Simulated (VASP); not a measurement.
All values below come from PBE GGA, VASP's PBE PAW potentials (set 64) (plane waves; VASP).

Input for VASP

### KPOINTS
```
Automatic mesh
0
Gamma
10 10 10
0 0 0
```

### INCAR
```
SYSTEM = NaF
PREC = Accurate
ENCUT = 520
EDIFF = 1E-7
NELM = 100
ALGO = Normal
LREAL = .FALSE.
LASPH = .TRUE.
ISMEAR = 0
SIGMA = 0.05
GGA = PE
LWAVE = .FALSE.
LCHARG = .FALSE.
ISIF = 2
```

POSCAR:
```
NaF
1
    0.0000000000     2.3920617057     2.3920617057
    2.3920617057     0.0000000000     2.3920617057
    2.3920617057     2.3920617057     0.0000000000
Na F
1 1
Direct
  0.0000000000   0.0000000000   0.0000000000
  0.5000000000   0.5000000000   0.5000000000
```

POTCAR, in this order: Na_pv F (PBE.64 set). Program: vasp_std.

The resulting files:

**OUTCAR**
```
 ion  position               nearest neighbor table
   1  0.000  0.000  0.000-
   2  0.500  0.500  0.500-
  LATTYP: Found a face centered cubic cell.
 ALAT       =     4.7841234114
 Subroutine PRICEL returns:
 Original cell was already a primitive cell.
 Subroutine GETGRP returns: Found 48 space group operations
The static configuration has the point symmetry O_h .
The dynamic configuration has the point symmetry O_h .
 Subroutine INISYM returns: Found 48 space group operations
 Subroutine IBZKPT returns following result:
 Found     47 irreducible k-points:

 Following reciprocal coordinates:
            Coordinates               Weight
  0.000000  0.000000  0.000000      1.000000
  0.100000  0.000000  0.000000      8.000000
  0.200000  0.000000  0.000000      8.000000
  0.300000  0.000000  0.000000      8.000000
  0.400000  0.000000  0.000000      8.000000
  0.500000  0.000000  0.000000      4.000000
  0.100000  0.100000  0.000000      6.000000
  0.200000  0.100000  0.000000     24.000000
  0.300000  0.100000  0.000000     24.000000
...
```

**OSZICAR**
```
       N       E                     dE             d eps       ncg     rms          rms(c)
DAV:   1     0.118556355187E+03    0.11856E+03   -0.81853E+03  1074   0.152E+03
DAV:   2    -0.205743695800E+01   -0.12061E+03   -0.11091E+03  1141   0.374E+02
DAV:   3    -0.939234948658E+01   -0.73349E+01   -0.73092E+01  1226   0.927E+01
DAV:   4    -0.947871652225E+01   -0.86367E-01   -0.86349E-01  1115   0.107E+01
DAV:   5    -0.947969423357E+01   -0.97771E-03   -0.97770E-03  1199   0.118E+00    0.544E+00
DAV:   6    -0.857175066912E+01    0.90794E+00   -0.40704E+00  1209   0.181E+01    0.193E+00
DAV:   7    -0.855863451765E+01    0.13116E-01   -0.33508E-02  1034   0.265E+00    0.106E+00
DAV:   8    -0.855984387950E+01   -0.12094E-02   -0.32591E-02  1037   0.491E+00    0.130E-01
DAV:   9    -0.856087469666E+01   -0.10308E-02   -0.45955E-03  1160   0.712E-01    0.103E-01
DAV:  10    -0.856076627318E+01    0.10842E-03   -0.66907E-04  1097   0.291E-01    0.648E-03
DAV:  11    -0.856076536666E+01    0.90652E-06   -0.17898E-05  1145   0.105E-01    0.299E-03
DAV:  12    -0.856076563381E+01   -0.26715E-06   -0.15634E-06  1103   0.252E-02    0.143E-03
DAV:  13    -0.856076525784E+01    0.37597E-06   -0.32263E-07  1070   0.671E-03    0.580E-04
DAV:  14    -0.856076526857E+01   -0.10730E-07   -0.22404E-08   652   0.245E-03
   1 F= -.85607653E+01 E0= -.85607653E+01  d E =-.191187E-14
```

OUTCAR:
```
------------------------ aborting loop because EDIFF is reached ----------------------------------------
  FORCE on cell =-STRESS in cart. coord.  units (eV):
  Direction    XX          YY          ZZ          XY          YZ          ZX
  --------------------------------------------------------------------------------------
  Total       -0.3818444     -0.3818444     -0.3818444      0.0000000      0.0000000      0.0000000
  in kB      -22.3485786    -22.3485786    -22.3485786      0.0000000      0.0000000      0.0000000
  external PRESSURE =     -22.3485786 kB  Pullay stress =       0.0000000 kB
  volume of cell :       27.37
      direct lattice vectors                 reciprocal lattice vectors
     0.000000000  2.392061706  2.392061706    -0.209024708  0.209024708  0.209024708
     2.392061706  0.000000000  2.392061706     0.209024708 -0.209024708  0.209024708
     2.392061706  2.392061706  0.000000000     0.209024708  0.209024708 -0.209024708
  FREE ENERGIE OF THE ION-ELECTRON SYSTEM (eV)
  ---------------------------------------------------
  free  energy   TOTEN  =        -8.5607652686 eV

  energy  without entropy=       -8.5607652686  energy(sigma->0) =       -8.56076527
```
(Selected blocks of OUTCAR.)

**OUTCAR**
```
 val. band max:       -2.4695787312   @ k =   0.0000   0.0000   0.0000

 cond. band min:       3.3425367439   @ k =   0.0000   0.0000   0.0000


 Fermi energy:        -2.2216399243

 k-point     1 :       0.0000    0.0000    0.0000
  band No.  band energies     occupation
      1     -21.7129      2.00000
      2     -21.7129      2.00000
      3     -21.7129      2.00000
      4     -21.4952      2.00000
      5      -2.4696      2.00000
      6      -2.4696      2.00000
      7      -2.4696      2.00000
      8       3.3425      0.00000
      9      15.8217      0.00000
     10      15.8217      0.00000
     11      15.8217      0.00000

 k-point     2 :       0.1000    0.0000    0.0000
  band No.  band energies     occupation
      1     -21.8355      2.00000
      2     -21.7138      2.00000
      3     -21.7138      2.00000
      4     -21.3626      2.00000
      5      -2.6429      2.00000
      6      -2.4901      2.00000
      7      -2.4901      2.00000
      8       3.6763      0.00000
      9      14.5777      0.00000
     10      15.9512      0.00000
     11      15.9512      0.00000

 k-point     3 :       0.2000    0.0000    0.0000
  band No.  band energies     occupation
      1     -22.0000      2.00000
      2     -21.7162      2.00000
      3     -21.7162      2.00000
      4     -21.1713      2.00000
      5      -3.0411      2.00000
      6      -2.5432      2.00000
      7      -2.5432      2.00000
      8       4.5441      0.00000
      9      12.8458      0.00000
     10      16.2639      0.00000
     11      16.2639      0.00000

 k-point     4 :       0.3000    0.0000    0.0000
  band No.  band energies     occupation
      1     -22.1313      2.00000
      2     -21.7191      2.00000
      3     -21.7191      2.00000
      4     -21.0073      2.00000
      5      -3.4586      2.00000
      6      -2.6080      2.00000
      7      -2.6080      2.00000
      8       5.7034      0.00000
      9      11.3177      0.00000
...
```

The compound is NaF in the rock salt structure. This cell is one point of a volume scan, at 1.06 of the reference volume.
